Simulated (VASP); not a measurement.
Given:

```xyz
2
Lattice="0.0000 2.1050 2.1050 2.1050 0.0000 2.1050 2.1050 2.1050 0.0000" Properties=species:S:1:pos:R:3 pbc="T T T"
Mg     0.0000     0.0000     0.0000
O      2.1050     2.1050     2.1050
```

These are PBE GGA, VASP's PBE PAW potentials (set 64) (plane waves; VASP) values and carry that method's errors. Run with PREC = Normal, 500 eV cut-off, 6×6×6 Γ-centred mesh, Gaussian smearing of 0.010 eV, potentials Mg_sv_GW O_GW_new.

Predict the energy per atom (σ→0), pressure, band gap (on the k-mesh) with the smallest direct gap where there is one.

```
Item                                           Value
-----------------------------------  ---------------
band gap (on the k-mesh)                     4.75 eV
smallest direct gap (on the k-mesh)          4.75 eV
energy per atom (σ→0)                -13007 meV/atom
pressure                                   20.0 kbar
```

The absolute energy has meaning only against runs of the same code, potentials and settings.

The compound is MgO in the rock salt structure. The cell was not relaxed at this level. The k-mesh is coarse (spacing up to 0.43 per Å, 2π included), so the numbers may not be converged in it.
